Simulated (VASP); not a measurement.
SiO$_{2}$ (rutile) relaxed at rising pressure, in one space group throughout; other phases were not tried. The pressures are those reached. Method: LDA (Ceperley-Alder, Perdew-Zunger), VASP's LDA PAW potentials (set 64) (plane waves; VASP).

| P (GPa) | V (Å³/atom) | k-mesh |
|---|---|---|
| 0.03 | 7.667 | 6×6×8 |
| 5.01 | 7.549 | 6×6×8 |
| 10.00 | 7.441 | 6×6×8 |
| 19.86 | 7.250 | 6×6×8 |
| 30.09 | 7.078 | 6×6×8 |

A change of mesh leaves a small step in the series.

Question: Fit an equation of state and predict the volume at 44.98 GPa.

Answer: Least squares on the third-order Birch-Murnaghan form, P = (3B0/2)(y⁷ − y⁵)[1 + (3/4)(B′ − 4)(y² − 1)] with y = (V0/V)^(1/3), gives V0 = 7.668 Å³/atom, B0 = 309 GPa and B′ = 4.9, and so 6.863 Å³/atom. The run gave 6.859 Å³/atom, -0.1 % from the fit.

Pressures at which the relaxation failed are left out.

The compound is SiO2 in the rutile structure, stishovite, a high-pressure form.
